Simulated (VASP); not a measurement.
An input for Ansatz (written as the equivalent of a VASP run, and not itself run):

Ansatz 0.2 input:
```yaml
crystal:
  lattice:
    - [1.8784149, -3.2535103, 0.0000000]
    - [1.8784149, 3.2535103, 0.0000000]
    - [0.0000000, 0.0000000, 6.0110766]
  atoms:
    - { symbol: Zr, position: [0.0000000, 0.0000000, 0.0000000] }
    - { symbol: Se, position: [0.3333330, 0.6666670, 0.2639325] }
    - { symbol: Se, position: [0.6666670, 0.3333330, 0.7360675] }
kpoints:
  mp_grid: { grid: [6, 6, 4] }
hamiltonian:
  xc: pbe
  dispersion: d3bj
  pseudopotentials: { kind: paw }
scf:
  occupations: { method: gaussian, width: 0.05 }
  max_iter: 100
relax:
  max_steps: 60
  f_tol: 0.02
  cell: {}
output: { forces: true, stress: true, eigenvalues: true }
```

**Question.** Translate this input to VASP (INCAR, KPOINTS, POSCAR, choice of POTCAR).

**Answer.** This is not unique; one that fits is 
**POSCAR**
```
ZrSe2
1
    1.8784149280    -3.2535103183    -0.0000000000
    1.8784149280     3.2535103183     0.0000000000
    0.0000000000    -0.0000000000     6.0110766282
Zr Se
1 2
Direct
  0.0000000000   0.0000000000   0.0000000000
  0.3333330000   0.6666670000   0.2639325317
  0.6666670000   0.3333330000   0.7360674683
```

### INCAR
```
IBRION = 2
NSW = 60   # most ionic steps
EDIFFG = -0.02   # ionic stop
IVDW = 12   # D3, Becke-Johnson
LREAL = .FALSE.
ALGO = Normal   # blocked Davidson
SIGMA = 0.05   # width (eV)
ISIF = 3   # ions, shape and volume
LASPH = .TRUE.
LCHARG = .FALSE.
NELM = 100   # most electronic steps
ISMEAR = 0
GGA = PE
PREC = Accurate
LWAVE = .FALSE.
LMAXMIX = 4
EDIFF = 1E-6   # SCF stop (eV)
SYSTEM = ZrSe2
ENCUT = 520   # plane-wave cut-off (eV)
```

KPOINTS:
```
kpoints
0
G
  6 6 4
```

POTCAR, in this order: Zr_sv Se (PBE.64 set). Program: vasp_std.

The two are equivalent in intent, not identical: each code has its own PAW files, so the cut-off isn't converted (ENCUT is set for VASP's; basis.ecutwfc is left out, and Ansatz then takes the one that its files recommend); Ansatz stops its SCF on the density residual and VASP on the energy change (EDIFF).

The compound is ZrSe2 in the 1T layered structure. This run relaxes it. Symmetry was kept, so distortions that lower it aren't found. The k-mesh is coarse (spacing up to 0.32 per Å, 2π included), so the numbers may not be converged in it. The start is the result of an earlier pass.
